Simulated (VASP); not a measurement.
Here is the system:

```xyz
4
Lattice="5.1211 2.5554 2.5554 2.5554 5.1211 2.5554 2.5554 2.5554 5.1211" Properties=species:S:1:pos:R:3 pbc="T T T"
Mn     0.0000     0.0000     0.0000
Mn     5.1159     5.1159     5.1159
S      2.5580     2.5580     2.5580
S      7.6739     7.6739     7.6739
```
Starting moments (μB, in the order of the record's atoms Mn Mn S S): 5.0 -5.0 0.0 0.0.

All values below come from PW91 GGA, VASP's PBE PAW potentials (set 64) (plane waves; VASP). Settings: 520 eV cut-off, 7×7×7 Γ-centred mesh, Gaussian smearing of 0.050 eV, potentials Mn_pv S.

Q: What does the run give for the cell moment, energy per atom (σ→0)?

A: 
| Item | Value |
|---|---|
| cell moment | 0.00 μB |
| energy per atom (σ→0) | -7.006 eV/atom |

Q: Give the moment on each site (PAW-sphere projection).

A: 
| site | moment (μB) |
|---|---|
| Mn1 | 4.10 |
| Mn2 | -4.10 |
| S3 | 0.00 |
| S4 | 0.00 |

The absolute energy has meaning only against runs of the same code, potentials and settings.

The compound is MnS in the rock salt, AFM-II order structure. It was relaxed first, which changed the volume by -5 %. The start is the result of an earlier pass.
